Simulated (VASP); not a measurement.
VASP input:

**KPOINTS**
```
Automatic mesh
0
Gamma
12 12 12
0 0 0
```

**INCAR**
```
! general
SYSTEM   =  FeAl
PREC     =  Accurate
ENCUT    =  480
LREAL    =  .FALSE.
LASPH    =  .TRUE.

! electronic loop
EDIFF    =  1E-7
NELM     =  100
ALGO     =  Normal
LMAXMIX  =  4

! smearing
ISMEAR   =  1
SIGMA    =  0.1

! functional
GGA      =  PS

! ions
ISIF     =  2

! output
LWAVE    =  .FALSE.
LCHARG   =  .FALSE.
```

POSCAR:
```
FeAl
1
    2.8824281681     0.0000000000     0.0000000000
    0.0000000000     2.8824281681     0.0000000000
    0.0000000000     0.0000000000     2.8824281681
Al Fe
1 1
Direct
  0.5000000000   0.5000000000   0.5000000000
  0.0000000000   0.0000000000   0.0000000000
```

POTCAR, in this order: Al Fe (PBE.64 set). Program: vasp_std.

Question: Write an equivalent input for Ansatz.

Answer: One equivalent input (not run):
Ansatz 0.2 input:
```yaml
crystal:
  lattice:
    - [2.8824282, 0.0000000, 0.0000000]
    - [0.0000000, 2.8824282, 0.0000000]
    - [0.0000000, 0.0000000, 2.8824282]
  atoms:
    - { symbol: Al, position: [0.5000000, 0.5000000, 0.5000000] }
    - { symbol: Fe, position: [0.0000000, 0.0000000, 0.0000000] }
kpoints:
  mp_grid: { grid: [12, 12, 12] }
hamiltonian:
  xc: pbesol
  pseudopotentials: { kind: paw }
scf:
  occupations: { method: methfessel_paxton, width: 0.1 }
  max_iter: 100
output: { forces: true, stress: true, eigenvalues: true }
```
The two are equivalent in intent, not identical: each code has its own PAW files, so the cut-off isn't converted (ENCUT is set for VASP's; basis.ecutwfc is left out, and Ansatz then takes the one that its files recommend); Ansatz stops its SCF on the density residual and VASP on the energy change (EDIFF).

The compound is FeAl in the CsCl type structure. This cell was strained or had an atom moved on purpose.
